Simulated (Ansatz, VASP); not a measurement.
# Al4Cu9 (Al4Cu9 (P-43m)): VASP beside Ansatz

Wanted: the spread between two codes on one cell, functional and k mesh. The structure shown is the start of the Ansatz relaxation below; VASP solves that cell, so the two are compared at the walk's first step.

Program: Ansatz 0.2.0. Level of theory: plane waves, with VASP 6.6.1 beside it; single point at PBEsol. Results are calculated unless marked as measured.

## (1) The structure

The cell holds 52 atoms: 16 Al and 36 Cu. Cell: a = 8.618 Å, b = 8.618 Å, c = 8.618 Å, α = 90.0°, β = 90.0°, γ = 90.0°.

## (2) Ansatz: relaxation, PBEsol

Ansatz runs on its PAW soft_1 files.

The two programs are compared at the cell with which this relaxation starts, whose forces are those of its first step.

Input file input.yaml:

```yaml
crystal:
  lattice:
    - [8.6177305, 0.0, 0.0]
    - [0.0, 8.6177305, 0.0]
    - [0.0, 0.0, 8.6177305]
  atoms:
    - { symbol: Al, position: [0.12036725, 0.12036725, 0.12036725] }
    - { symbol: Al, position: [0.87963275, 0.12036725, 0.87963275] }
    - { symbol: Al, position: [0.87963275, 0.87963275, 0.12036725] }
    - { symbol: Al, position: [0.12036725, 0.87963275, 0.87963275] }
    - { symbol: Al, position: [0.80952822, 0.46505948, 0.19047178] }
    - { symbol: Al, position: [0.46505948, 0.80952822, 0.19047178] }
    - { symbol: Al, position: [0.80952822, 0.53494052, 0.80952822] }
    - { symbol: Al, position: [0.53494052, 0.80952822, 0.80952822] }
    - { symbol: Al, position: [0.19047178, 0.80952822, 0.46505948] }
    - { symbol: Al, position: [0.80952822, 0.19047178, 0.46505948] }
    - { symbol: Al, position: [0.53494052, 0.19047178, 0.19047178] }
    - { symbol: Al, position: [0.46505948, 0.19047178, 0.80952822] }
    - { symbol: Al, position: [0.19047178, 0.46505948, 0.80952822] }
    - { symbol: Al, position: [0.19047178, 0.53494052, 0.19047178] }
    - { symbol: Al, position: [0.80952822, 0.80952822, 0.53494052] }
    - { symbol: Al, position: [0.19047178, 0.19047178, 0.53494052] }
    - { symbol: Cu, position: [0.3264076, 0.6735924, 0.6735924] }
    - { symbol: Cu, position: [0.64475556, 0.0, 0.0] }
    - { symbol: Cu, position: [0.0, 0.0, 0.35524444] }
    - { symbol: Cu, position: [0.0, 0.0, 0.64475556] }
    - { symbol: Cu, position: [0.0, 0.64475556, 0.0] }
    - { symbol: Cu, position: [0.0, 0.35524444, 0.0] }
    - { symbol: Cu, position: [0.85448207, 0.5, 0.5] }
    - { symbol: Cu, position: [0.14551793, 0.5, 0.5] }
    - { symbol: Cu, position: [0.5, 0.5, 0.85448207] }
    - { symbol: Cu, position: [0.5, 0.5, 0.14551793] }
    - { symbol: Cu, position: [0.35524444, 0.0, 0.0] }
    - { symbol: Cu, position: [0.5, 0.85448207, 0.5] }
    - { symbol: Cu, position: [0.31587422, 0.31587422, 0.03190828] }
    - { symbol: Cu, position: [0.68412578, 0.03190828, 0.68412578] }
    - { symbol: Cu, position: [0.68412578, 0.96809172, 0.31587422] }
    - { symbol: Cu, position: [0.96809172, 0.68412578, 0.31587422] }
    - { symbol: Cu, position: [0.03190828, 0.68412578, 0.68412578] }
    - { symbol: Cu, position: [0.31587422, 0.68412578, 0.96809172] }
    - { symbol: Cu, position: [0.68412578, 0.31587422, 0.96809172] }
    - { symbol: Cu, position: [0.03190828, 0.31587422, 0.31587422] }
    - { symbol: Cu, position: [0.31587422, 0.03190828, 0.31587422] }
    - { symbol: Cu, position: [0.96809172, 0.31587422, 0.68412578] }
    - { symbol: Cu, position: [0.31587422, 0.96809172, 0.68412578] }
    - { symbol: Cu, position: [0.68412578, 0.68412578, 0.03190828] }
    - { symbol: Cu, position: [0.6735924, 0.6735924, 0.3264076] }
    - { symbol: Cu, position: [0.6735924, 0.3264076, 0.6735924] }
    - { symbol: Cu, position: [0.3264076, 0.3264076, 0.3264076] }
    - { symbol: Cu, position: [0.82993162, 0.17006838, 0.17006838] }
    - { symbol: Cu, position: [0.17006838, 0.17006838, 0.82993162] }
    - { symbol: Cu, position: [0.17006838, 0.82993162, 0.17006838] }
    - { symbol: Cu, position: [0.82993162, 0.82993162, 0.82993162] }
    - { symbol: Cu, position: [0.60503207, 0.39496793, 0.39496793] }
    - { symbol: Cu, position: [0.39496793, 0.39496793, 0.60503207] }
    - { symbol: Cu, position: [0.39496793, 0.60503207, 0.39496793] }
    - { symbol: Cu, position: [0.60503207, 0.60503207, 0.60503207] }
    - { symbol: Cu, position: [0.5, 0.14551793, 0.5] }
basis:
  ecutwfc: 420
  xc_grid: 2
hamiltonian:
  xc: pbesol
  pseudopotentials: { kind: paw, azcp: { folder: soft_1 }, xc_functional: pbe }
kpoints:
  mp_grid: { grid: [5, 5, 5] }
scf:
  occupations: { method: fermi_dirac, width: 0.05 }
  max_iter: 150
output:
  forces: true
  stress: true
relax:
  f_tol: 0.01
  max_steps: 60
  cell: {}
checkpoint:
  write: "../pbesol.run"
  compress: false
  write_wavefunctions: false
  write_every: 100000
```

On the command line:

```
$ ansatz run input.yaml --threads 4 --pin off --max-ram 7536MiB --backend cpu --events-out ev --progress --plain --runs-dir out
```

Numbers of over 12 decimals in the logs are rounded to 6 here.

Output:

```text
Engine: ansatz 0.2.0, aarch64-unknown-linux-gnu
Pseudopotentials: kind: paw
Pseudopotential: Al, paw, valence charge 3, recommended cutoff 420 eV (normal), soft_1/Al.paw.azcp
Pseudopotential: Cu, paw, valence charge 19, recommended cutoff 420 eV (normal), soft_1/Cu.paw.azcp
Functional definition: PBEsol
  exchange = pbesol_x
  correlation = pbesol_c
Crystal: 52 atoms, lattice volume = 639.998 Å³
Basis set: ecut = 420 eV, 12533 PW (Γ), exchange–correlation on 120×120×120 points (8 copies of the dense FFT grid, shifted against one another)
Bands: 440, of which v1, the nominal top of the filled ones, is band 366 counted from 1 (365 counted from 0)
Symmetry: 24 space group operations
Space group: P-43m (ITA 215), of the structure as read, at distance tolerance 8.6e-5 Å
k-points: 10 of 125 (time reversal used)
Non-local potential: Al, projectors of the file, l = 0: 2, l = 1: 2, l = 2: 1
Non-local potential: Cu, projectors of the file, l = 0: 3, l = 1: 2, l = 2: 3, l = 3: 1
PAW form: soft (Blöchl's): semilocal exchange-correlation on the pseudo side does not see the compensation charge
PAW frozen core: Al, regenerated for the run's functional, and the local potential with it (the file was generated under x = pbe(κ = 0.804, μ = 0.219515), c = pbe(β = 0.066725))
PAW frozen core: Cu, regenerated for the run's functional, and the local potential with it (the file was generated under x = pbe(κ = 0.804, μ = 0.219515), c = pbe(β = 0.066725))
PAW one-centre angular grid: Al, 110 points (default); XC on 64 Gauss nodes
PAW one-centre angular grid: Cu, 590 points (default); XC on 64 Gauss nodes
Initial density: superposition of atomic densities (chi_scale 0.1, normalization cell, long waves kept (reshape's long-wave potential 0.09 eV rms))
Initial wavefunctions: pseudopotential atomic-orbital guess
Functional: x = pbesol(κ = 0.804, μ = 0.123457), c = pbesol(β = 0.046)
SCF iter   1: F=—  HF=-245668.183745 eV  |F-HF|=—  |Δ(HF+E_count)|=         —  Δρ=3.27e-1  dr2=4.61e2  ethr=3.10e-3  ⟨swp⟩=5.0  Hψ=15003  notcnv=0  defer=40
preconditioner: auto → Kerker (q_TF=auto, 2.790 Å⁻¹)  [metal: Δε(μ)=0.017 eV  Ē_g=7.240 eV  σ=0.050 eV  W_gap=0.08  n_scr=250 (ndim 8)  ℏωp=30.9 eV  f_vac=0.000  D(μ)=19.42/eV (n_scr^D=146)]
SCF iter   2: F=—  HF=-245613.043799 eV  |F-HF|=—  |Δ(HF+E_count)|=    5.51e1  Δρ=8.75e-2  dr2=4.82e1  ethr=3.10e-3  ⟨swp⟩=2.1  Hψ=8905  notcnv=0  defer=557
SCF iter   3: F=—  HF=-245603.310932 eV  |F-HF|=—  |Δ(HF+E_count)|=    9.73e0  Δρ=5.12e-2  dr2=1.75e1  ethr=3.10e-3  ⟨swp⟩=2.0  Hψ=5193  notcnv=0  defer=584
SCF iter   4: F=—  HF=-245600.558914 eV  |F-HF|=—  |Δ(HF+E_count)|=    2.75e0  Δρ=1.05e-2  dr2=1.65e0  ethr=2.40e-3  ⟨swp⟩=2.0  Hψ=5955  notcnv=0  defer=584
SCF iter   5: F=—  HF=-245600.867882 eV  |F-HF|=—  |Δ(HF+E_count)|=   3.09e-1  Δρ=1.04e-2  dr2=4.26e-1  ethr=2.25e-4  ⟨swp⟩=2.5  Hψ=7335  notcnv=0  defer=586
SCF iter   6: F=—  HF=-245600.722948 eV  |F-HF|=—  |Δ(HF+E_count)|=   1.45e-1  Δρ=1.65e-3  dr2=7.13e-2  ethr=5.82e-5  ⟨swp⟩=2.0  Hψ=7350  notcnv=0  defer=586
SCF iter   7: F=—  HF=-245600.743869 eV  |F-HF|=—  |Δ(HF+E_count)|=   2.09e-2  Δρ=1.17e-3  dr2=2.61e-2  ethr=9.74e-6  ⟨swp⟩=2.1  Hψ=5856  notcnv=0  defer=586
SCF iter   8: F=—  HF=-245600.740756 eV  |F-HF|=—  |Δ(HF+E_count)|=   3.11e-3  Δρ=6.37e-4  dr2=3.69e-3  ethr=3.57e-6  ⟨swp⟩=2.0  Hψ=4691  notcnv=0  defer=586
SCF iter   9: F=—  HF=-245600.740303 eV  |F-HF|=—  |Δ(HF+E_count)|=   4.53e-4  Δρ=2.46e-4  dr2=7.01e-4  ethr=5.04e-7  ⟨swp⟩=2.0  Hψ=5657  notcnv=0  defer=586
SCF iter  10: F=—  HF=-245600.740283 eV  |F-HF|=—  |Δ(HF+E_count)|=   2.05e-5  Δρ=6.00e-5  dr2=4.47e-5  ethr=9.58e-8  ⟨swp⟩=2.0  Hψ=5890  notcnv=0  defer=586
SCF iter  11: F=—  HF=-245600.740010 eV  |F-HF|=—  |Δ(HF+E_count)|=   2.73e-4  Δρ=2.27e-5  dr2=5.41e-6  ethr=6.11e-9  ⟨swp⟩=2.0  Hψ=5733  notcnv=0  defer=586
SCF iter  12: F=—  HF=-245600.740010 eV  |F-HF|=—  |Δ(HF+E_count)|=   5.75e-7  Δρ=3.51e-5  dr2=4.90e-6  ethr=7.39e-10  ⟨swp⟩=2.0  Hψ=7153  notcnv=0  defer=586
SCF iter  13: F=—  HF=-245600.740009 eV  |F-HF|=—  |Δ(HF+E_count)|=   1.09e-6  Δρ=8.42e-6  dr2=4.10e-7  ethr=6.70e-10  ⟨swp⟩=2.3  Hψ=5855  notcnv=0  defer=586
SCF iter  14: F=-245600.740009 eV  HF=-245600.740009 eV  |F-HF|=1.10e-7  |Δ(HF+E_count)|=   8.36e-8  Δρ=3.06e-6  dr2=8.82e-8  ethr=1.37e-11  ⟨swp⟩=3.0  Hψ=11660  notcnv=0
SCF 1 converged in 14 iterations: F = -245600.740009 eV  dr2 = 8.82e-8
  greatest PAW one-centre occupation: 1.000 electrons in one spin orbital (limit 2), on the Cu atom at site 50 (counted from 0), in its partial waves of l = 0
relax step   1: F+E_penalty+E_count = -245600.74000923 eV  Δ(F+E_penalty+E_count) = +0.000e0 eV  max|allowed force component| = 9.136e-2 eV/Å  Δτ_max = 0.0000 Å  P = -0.679 GPa  Ω = 639.998 Å³  (14 SCF iters, dr2 threshold 1.00e-7 eV, accepted)
Crystal: 52 atoms, lattice volume = 638.183 Å³
[...]
SCF converged after 6 iterations
Free energy (F): -245600.759823 eV
Harris-Foulkes:  -245600.759823 eV  (|F-HF|=1.16e-10)
Internal energy: -245600.670029 eV  (E = F + TS)
E sigma→0 (E₀):  -245600.714926 eV
Entropy (-TS):   -0.089795 eV (-1.727 meV/atom)
Fermi energy:    14.454188 eV
--- Per-component energies (eV) ---
  E_band       = -14452.122991
  E_kinetic    = 9855.250488
  E_local      = -194172.377471  (includes V_loc(G=0)·N_el)
  E_nonlocal   = 32120.933926
  E_hartree    = 83994.673420
  E_xc         = -3112.180484
  E_vxc        = -3728.617146  (∫ρ·V_xc dr)
  E_paw        = -71247.606575  (= ΣΔE_a)
  E_vpaw       = -26516.697449  (= ΣTr[D̂ρ^β])
  E_aug_tail   = 0.033596  (compensation charges beyond the density's cutoff)
  E_ewald      = -103047.126449
  E_core_change = 7.729521  (= ΣΔE_core)
  E_smearing   = -0.089795  (= −TS)
  E_closure    = -0.000000  (closes the sum)
  Σ components = -245600.759823   (vs F -245600.759823, Δ=0.00e0)
--- Forces (eV/Å), atoms counted from 1 ---
  atom   1  Al     0.00203590     0.00203590     0.00203590
  atom   2  Al    -0.00203590     0.00203590    -0.00203590
  atom   3  Al    -0.00203590    -0.00203590     0.00203590
  atom   4  Al     0.00203590    -0.00203590    -0.00203590
  atom   5  Al     0.00031527     0.00055025    -0.00031527
  atom   6  Al     0.00055025     0.00031527    -0.00031527
  atom   7  Al     0.00031527    -0.00055025     0.00031527
  atom   8  Al    -0.00055025     0.00031527     0.00031527
  atom   9  Al    -0.00031527     0.00031527     0.00055025
  atom  10  Al     0.00031527    -0.00031527     0.00055025
  atom  11  Al    -0.00055025    -0.00031527    -0.00031527
  atom  12  Al     0.00055025    -0.00031527     0.00031527
  atom  13  Al    -0.00031527     0.00055025     0.00031527
  atom  14  Al    -0.00031527    -0.00055025    -0.00031527
  atom  15  Al     0.00031527     0.00031527    -0.00055025
  atom  16  Al    -0.00031527    -0.00031527    -0.00055025
  atom  17  Cu    -0.00111300     0.00111300     0.00111300
  atom  18  Cu     0.00096679    -0.00000000     0.00000000
  atom  19  Cu    -0.00000000    -0.00000000    -0.00096679
  atom  20  Cu    -0.00000000     0.00000000     0.00096679
  atom  21  Cu     0.00000000     0.00096679     0.00000000
  atom  22  Cu    -0.00000000    -0.00096679    -0.00000000
  atom  23  Cu    -0.00372159     0.00000000    -0.00000000
  atom  24  Cu     0.00372159    -0.00000000     0.00000000
[...]
atom  45  Cu     0.00007046     0.00007046    -0.00007046
  atom  46  Cu     0.00007046    -0.00007046     0.00007046
  atom  47  Cu    -0.00007046    -0.00007046    -0.00007046
  atom  48  Cu    -0.00000363     0.00000363     0.00000363
  atom  49  Cu     0.00000363     0.00000363    -0.00000363
  atom  50  Cu     0.00000363    -0.00000363     0.00000363
  atom  51  Cu    -0.00000363    -0.00000363    -0.00000363
  atom  52  Cu    -0.00000000     0.00372159     0.00000000
  max |Σ_I F_I| component: 1.11e-17 eV/Å
--- Stress (GPa, compression-positive) ---
       -0.001756       0.000000      -0.000000
        0.000000      -0.001756      -0.000000
       -0.000000      -0.000000      -0.001756
  P = ⅓ Tr σ = -0.0018 GPa (-0.018 kbar)
--- Relaxed structure (4 steps of the walk, 4 accepted, 1 SCFs on fresh bases) ---
  F+E_penalty+E_count = -245600.75982319 eV   max|allowed force component| = 3.722e-3 eV/Å   (the final SCF, on the basis selected at the relaxed cell)
  cell:  # Å, volume = 637.0084 Å³
    - [8.604290, 0, 0]
    - [0, 8.604290, 0]
    - [0, 0, 8.604290]
  atoms:
    - { symbol: Al, position: [0.122304, 0.122304, 0.122304] }
    - { symbol: Al, position: [0.877696, 0.122304, 0.877696] }
    - { symbol: Al, position: [0.877696, 0.877696, 0.122304] }
    - { symbol: Al, position: [0.122304, 0.877696, 0.877696] }
    - { symbol: Al, position: [0.809256, 0.465115, 0.190744] }
    - { symbol: Al, position: [0.465115, 0.809256, 0.190744] }
    - { symbol: Al, position: [0.809256, 0.534885, 0.809256] }
    - { symbol: Al, position: [0.534885, 0.809256, 0.809256] }
    - { symbol: Al, position: [0.190744, 0.809256, 0.465115] }
    - { symbol: Al, position: [0.809256, 0.190744, 0.465115] }
    - { symbol: Al, position: [0.534885, 0.190744, 0.190744] }
    - { symbol: Al, position: [0.465115, 0.190744, 0.809256] }
    - { symbol: Al, position: [0.190744, 0.465115, 0.809256] }
    - { symbol: Al, position: [0.190744, 0.534885, 0.190744] }
    - { symbol: Al, position: [0.809256, 0.809256, 0.534885] }
    - { symbol: Al, position: [0.190744, 0.190744, 0.534885] }
    - { symbol: Cu, position: [0.325472, 0.674528, 0.674528] }
    - { symbol: Cu, position: [0.644129, 0, 0] }
    - { symbol: Cu, position: [0, 0, 0.355871] }
    - { symbol: Cu, position: [0, 0, 0.644129] }
    - { symbol: Cu, position: [0, 0.644129, 0] }
    - { symbol: Cu, position: [0, 0.355871, 0] }
    - { symbol: Cu, position: [0.855100, 0.5, 0.5] }
    - { symbol: Cu, position: [0.144900, 0.5, 0.5] }
    - { symbol: Cu, position: [0.5, 0.5, 0.855100] }
    - { symbol: Cu, position: [0.5, 0.5, 0.144900] }
    - { symbol: Cu, position: [0.355871, 0, 0] }
    - { symbol: Cu, position: [0.5, 0.855100, 0.5] }
    - { symbol: Cu, position: [0.316627, 0.316627, 0.030569] }
    - { symbol: Cu, position: [0.683373, 0.030569, 0.683373] }
    - { symbol: Cu, position: [0.683373, 0.969431, 0.316627] }
    - { symbol: Cu, position: [0.969431, 0.683373, 0.316627] }
    - { symbol: Cu, position: [0.030569, 0.683373, 0.683373] }
    - { symbol: Cu, position: [0.316627, 0.683373, 0.969431] }
    - { symbol: Cu, position: [0.683373, 0.316627, 0.969431] }
    - { symbol: Cu, position: [0.030569, 0.316627, 0.316627] }
    - { symbol: Cu, position: [0.316627, 0.030569, 0.316627] }
    - { symbol: Cu, position: [0.969431, 0.316627, 0.683373] }
    - { symbol: Cu, position: [0.316627, 0.969431, 0.683373] }
    - { symbol: Cu, position: [0.683373, 0.683373, 0.030569] }
[...]
- { symbol: Cu, position: [0.168737, 0.168737, 0.831263] }
    - { symbol: Cu, position: [0.168737, 0.831263, 0.168737] }
    - { symbol: Cu, position: [0.831263, 0.831263, 0.831263] }
    - { symbol: Cu, position: [0.605024, 0.394976, 0.394976] }
    - { symbol: Cu, position: [0.394976, 0.394976, 0.605024] }
    - { symbol: Cu, position: [0.394976, 0.605024, 0.394976] }
    - { symbol: Cu, position: [0.605024, 0.605024, 0.605024] }
    - { symbol: Cu, position: [0.5, 0.144900, 0.5] }
```

In the SCF lines HF is the Harris–Foulkes energy and dr2 the Hartree energy of the density residual, in eV; the loop may stop once dr2 is under the threshold and the program's other checks hold. Hψ counts applications of the Hamiltonian.

(Continued in part 2 of 2.)

[Lines on the potential files, build, host, timing and source positions are cut from VASP's logs without a mark.]

[Logs are printed without paths, hosts, clocks, repeated set-up lines and the standing remarks that a program may print on its own settings, such as how far it seeks lower states.]

[Hosts, paths, dates, database ids (printed as entryN), source tags and the programs' standing remarks are cut or masked in the printed files.]
